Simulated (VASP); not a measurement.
Data:

```yaml
crystal:
  lattice:
    - [4.10536, 0.00000, 0.00000]
    - [0.00000, 4.10536, 0.00000]
    - [0.00000, 0.00000, 5.88635]
  atoms:
    - { symbol: Ag, position: [0.00000, 0.00000, 0.00000] }
    - { symbol: Sb, position: [0.50000, 0.50000, 0.50000] }
    - { symbol: Te, position: [0.50000, 0.50000, 0.00000] }
    - { symbol: Se, position: [0.00000, 0.00000, 0.50000] }
```

Computed with PBEsol GGA, VASP's PBE PAW potentials (set 64) (plane waves; VASP). Numerical set-up: 400 eV cut-off, 8×8×6 Γ-centred mesh, tetrahedra with Blöchl corrections, potentials Ag Sb Te Se.

The cores are frozen, which limits the accuracy of field gradients.

**Question.** Give the principal components of the electric field gradient (V/Å²) and the asymmetry η at each nucleus.

**Answer.** 
| atom | Vxx | Vyy | Vzz | η |
|---|---|---|---|---|
| Ag1 | -12.0 | -12.0 | 24.0 | 0.00 |
| Sb2 | 49.1 | 49.1 | -98.2 | 0.00 |
| Te3 | -94.7 | -94.7 | 189.3 | 0.00 |
| Se4 | 87.4 | 87.4 | -174.9 | 0.00 |

The structure comes from a computed database's AgSbTeSe entry (P4/mmm); how it stands against other phases isn't given here. It was relaxed first, which changed the volume by -6 %.
